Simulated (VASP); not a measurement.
Here is the system:

```
Zn
1.0
    1.33000    -2.30363     0.00000
    1.33000     2.30363     0.00000
    0.00000     0.00000     4.95000
Zn
2
Direct
  0.33333   0.66667   0.25000
  0.66667   0.33333   0.75000
```

These are PBE GGA, VASP's PBE PAW potentials (set 64) (plane waves; VASP 6.6.1) values and carry that method's errors. Run with 300 eV cut-off, 14×14×7 Γ-centred mesh, Fermi-Dirac smearing of 0.050 eV, potentials Zn.

Task: Give the energies of bands 9 to 15 at the high-symmetry points, in eV from the Fermi level.

Result: 
```json
[
 {"band": "9", "Γ": "-7.26", "M": "-6.87", "K": "-7.15", "A": "-7.13", "L": "-6.86", "H": "-7.06"},
 {"band": "10", "Γ": "-7.05", "M": "-6.85", "K": "-7.15", "A": "-7.13", "L": "-6.86", "H": "-7.06"},
 {"band": "11", "Γ": "-7.05", "M": "-2.81", "K": "0.06", "A": "-7.13", "L": "-1.84", "H": "0.99"},
 {"band": "12", "Γ": "-3.63", "M": "-2.12", "K": "0.06", "A": "-7.13", "L": "-1.84", "H": "0.99"},
 {"band": "13", "Γ": "-3.03", "M": "2.64", "K": "0.19", "A": "4.58", "L": "0.17", "H": "1.85"},
 {"band": "14", "Γ": "13.59", "M": "3.58", "K": "5.00", "A": "4.58", "L": "0.17", "H": "1.85"},
 {"band": "15", "Γ": "17.30", "M": "4.12", "K": "6.13", "A": "18.83", "L": "10.15", "H": "2.21"}
]
```

It has no gap at this level: it comes out as a metal or semimetal.

The structure is a typed Zn crystal (P6_3/mmc). The cell was not relaxed at this level.
